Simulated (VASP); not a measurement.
The system is TiRuN2.

```
Ti Ru N
1.0
     1.54000    0.88912    5.53333
    -1.54000    0.88912    5.53333
     0.00000   -1.77824    5.53333
Ti Ru N
1 1 2
Cartesian
  0.0000 0.0000 0.0000
  0.0000 0.0000 8.3000
  0.0000 0.0000 12.5662
  0.0000 0.0000 4.0338
```

The cell was built by a generator and needn't be a form met in nature.

- Program: VASP 6.6.1
- Task: relaxation of cell and atoms
- Functional: PBE
- Potentials or basis: VASP PAW PBE potentials, release 64 (Ti_sv, Ru_pv, N)
- Cutoff: 520 eV
- k mesh: 6 × 6 × 6
- Occupations: gaussian, width 0.15 eV
- Spin: no spin polarisation

At the start: pressure -28.0 GPa; volume 11.36 Å³/atom.

Q: How do energy, volume and symmetry change on relaxing?

A: Over 9 steps the energy falls by 425.3 meV/atom and the volume is 9.64 Å³/atom (-15.1 %); space group R-3m (No. 166, to 0.05 Å).

Step by step:
```
step  energy change (eV)  largest force (eV/Å)  pressure (GPa)  volume (Å³)
   1              0.0000                1.3771          -27.96        45.46
   2             -0.1878                2.0167           65.28        33.52
   3             -0.8889                1.9313            8.10        38.50
   4             -1.5092                0.0457            8.55        37.91
   5             -1.5681                0.8077            9.89        37.61
   6             -1.5751                0.6133          -14.10        40.68
   7             -1.6451                0.7129           -3.84        39.15
   8             -1.6959                0.2584           -1.50        38.76
   9             -1.7011                0.0333           -0.49        38.58
```

Final structure:
```cif
data_structure
_symmetry_space_group_name_H-M 'P 1'
_symmetry_Int_Tables_number 1
_cell_length_a 4.7834
_cell_length_b 4.7834
_cell_length_c 4.7834
_cell_angle_alpha 38.770
_cell_angle_beta 38.770
_cell_angle_gamma 38.770
_cell_volume 38.58
loop_
_atom_site_label
_atom_site_type_symbol
_atom_site_fract_x
_atom_site_fract_y
_atom_site_fract_z
_atom_site_occupancy
Ti1 Ti 0.00000 0.00000 0.00000 1
Ru1 Ru 0.50000 0.50000 0.50000 1
N1 N 0.75011 0.75011 0.75011 1
N2 N 0.24989 0.24989 0.24989 1
```

Caveat: the k mesh is coarse (spacing up to 0.40 Å⁻¹), so the values aren't converged; the volume moved by over 15 % at a fixed basis, so the end points are rough.
